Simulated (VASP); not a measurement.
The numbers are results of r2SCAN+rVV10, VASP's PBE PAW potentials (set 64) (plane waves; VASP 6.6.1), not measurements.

VASP ran on this input.

### KPOINTS
```
Automatic mesh
0
Gamma
6 6 6
0 0 0
```

**INCAR**
```
! general
SYSTEM    =  CdTe
PREC      =  Accurate
ENCUT     =  520
LREAL     =  .FALSE.
LASPH     =  .TRUE.

! electronic loop
EDIFF     =  1E-6
NELM      =  100
ALGO      =  Normal
LMAXMIX   =  4
LMIXTAU   =  .TRUE.

! smearing
ISMEAR    =  0
SIGMA     =  0.05

! functional
METAGGA   =  R2SCAN
LUSE_VDW  =  .TRUE.
BPARAM    =  11.95
CPARAM    =  0.0093

! ions
IBRION    =  2
NSW       =  60
ISIF      =  3
EDIFFG    =  -0.01

! output
LWAVE     =  .FALSE.
LCHARG    =  .FALSE.
```

File POSCAR:
```
CdTe
1.0
  0.0000000000   3.2650464713   3.2650464713
  3.2650464713   0.0000000000   3.2650464713
  3.2650464713   3.2650464713   0.0000000000
Cd Te
1 1
Direct
  0.0000000000   0.0000000000   0.0000000000
  0.2500000000   0.2500000000   0.2500000000
```

POTCAR, in this order: Cd Te (PBE.64 set). Program: vasp_std.

Unless said otherwise, spin-orbit coupling is left out, though it shifts the bands of the heavy elements here.

Question: What does the run give for the energy per atom (σ→0), band gap (on the k-mesh)?

Answer: 
```json
{
 "energy per atom (σ→0)": "-23.001 eV/atom",
 "band gap (on the k-mesh)": "1.16 eV"
}
```

OSZICAR:
```
...
DAV:  13    -0.460000116053E+02   -0.10865E-02   -0.43393E-03   416   0.643E-01    0.560E-02
DAV:  14    -0.459979001359E+02    0.21115E-02   -0.13275E-03   446   0.306E-01    0.429E-02
DAV:  15    -0.460002427952E+02   -0.23427E-02   -0.71389E-04   416   0.231E-01    0.403E-02
DAV:  16    -0.460006621224E+02   -0.41933E-03   -0.62343E-05   451   0.829E-02    0.247E-02
DAV:  17    -0.460011098033E+02   -0.44768E-03   -0.25213E-04   416   0.148E-01    0.399E-03
DAV:  18    -0.460011352718E+02   -0.25468E-04   -0.27965E-05   476   0.497E-02    0.661E-03
DAV:  19    -0.460011346173E+02    0.65449E-06   -0.96888E-07   359   0.104E-02
   1 F= -.46001135E+02 E0= -.46001135E+02  d E =-.460011E+02
```

The compound is CdTe in the zinc blende structure. It was relaxed first. The start is the result of an earlier pass.
